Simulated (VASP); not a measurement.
```xyz
2
Lattice="0.0000 2.8300 2.8300 2.8300 0.0000 2.8300 2.8300 2.8300 0.0000" Properties=species:S:1:pos:R:3 pbc="T T T"
Al     0.0000     0.0000     0.0000
As     1.4150     1.4150     1.4150
```

Computed with G0W0 on PBE orbitals, VASP's PBE PAW potentials (set 64) (plane waves; VASP). Run with PREC = Normal, 350 eV cut-off, 4×4×4 Γ-centred mesh, Gaussian smearing of 0.010 eV, potentials Al_GW As_GW.

The mesh is coarse and the basis finite, so the quasiparticle values are not converged.

NBANDS = 64, ENCUTGW = 150 eV, NOMEGA = 64. The PBE levels (eV) that the step starts from are:

| state | KS energy | filling |
|---|---|---|
| k1 (0.00, 0.00, 0.00), band 1 | -8.40 | 2 |
| k1 (0.00, 0.00, 0.00), band 2 | 3.47 | 2 |
| k1 (0.00, 0.00, 0.00), band 3 | 3.47 | 2 |
| k1 (0.00, 0.00, 0.00), band 4 | 3.47 | 2 |
| k1 (0.00, 0.00, 0.00), band 5 | 5.51 | 0 |
| k1 (0.00, 0.00, 0.00), band 6 | 7.73 | 0 |
| k1 (0.00, 0.00, 0.00), band 7 | 7.73 | 0 |
| k1 (0.00, 0.00, 0.00), band 8 | 7.73 | 0 |
| k8 (-0.25, 0.50, 0.25), band 1 | -6.38 | 2 |
| k8 (-0.25, 0.50, 0.25), band 2 | -1.64 | 2 |
| k8 (-0.25, 0.50, 0.25), band 3 | 0.28 | 2 |
| k8 (-0.25, 0.50, 0.25), band 4 | 0.63 | 2 |
| k8 (-0.25, 0.50, 0.25), band 5 | 7.78 | 0 |
| k8 (-0.25, 0.50, 0.25), band 6 | 9.10 | 0 |
| k8 (-0.25, 0.50, 0.25), band 7 | 9.14 | 0 |
| k8 (-0.25, 0.50, 0.25), band 8 | 9.50 | 0 |

**Question.** Give the quasiparticle energies and renormalisation factors Z.

**Answer.** 
```json
[
 {"state": "k1 (0.00, 0.00, 0.00), band 1", "QP energy (eV)": "-8.80", "Z": "0.65"},
 {"state": "k1 (0.00, 0.00, 0.00), band 2", "QP energy (eV)": "3.06", "Z": "0.77"},
 {"state": "k1 (0.00, 0.00, 0.00), band 3", "QP energy (eV)": "3.06", "Z": "0.77"},
 {"state": "k1 (0.00, 0.00, 0.00), band 4", "QP energy (eV)": "3.06", "Z": "0.77"},
 {"state": "k1 (0.00, 0.00, 0.00), band 5", "QP energy (eV)": "6.06", "Z": "0.77"},
 {"state": "k1 (0.00, 0.00, 0.00), band 6", "QP energy (eV)": "8.03", "Z": "0.76"},
 {"state": "k1 (0.00, 0.00, 0.00), band 7", "QP energy (eV)": "8.03", "Z": "0.76"},
 {"state": "k1 (0.00, 0.00, 0.00), band 8", "QP energy (eV)": "8.03", "Z": "0.76"},
 {"state": "k8 (-0.25, 0.50, 0.25), band 1", "QP energy (eV)": "-6.63", "Z": "0.69"},
 {"state": "k8 (-0.25, 0.50, 0.25), band 2", "QP energy (eV)": "-2.17", "Z": "0.70"},
 {"state": "k8 (-0.25, 0.50, 0.25), band 3", "QP energy (eV)": "-0.30", "Z": "0.73"},
 {"state": "k8 (-0.25, 0.50, 0.25), band 4", "QP energy (eV)": "0.08", "Z": "0.74"},
 {"state": "k8 (-0.25, 0.50, 0.25), band 5", "QP energy (eV)": "7.92", "Z": "0.76"},
 {"state": "k8 (-0.25, 0.50, 0.25), band 6", "QP energy (eV)": "9.53", "Z": "0.75"},
 {"state": "k8 (-0.25, 0.50, 0.25), band 7", "QP energy (eV)": "9.46", "Z": "0.75"},
 {"state": "k8 (-0.25, 0.50, 0.25), band 8", "QP energy (eV)": "9.64", "Z": "0.76"}
]
```
On the mesh the gap opens from 1.41 to 1.89 eV.

The compound is AlAs in the zinc blende structure. The cell was not relaxed at this level. The k-mesh is coarse (spacing up to 0.48 per Å, 2π included), so the numbers may not be converged in it.
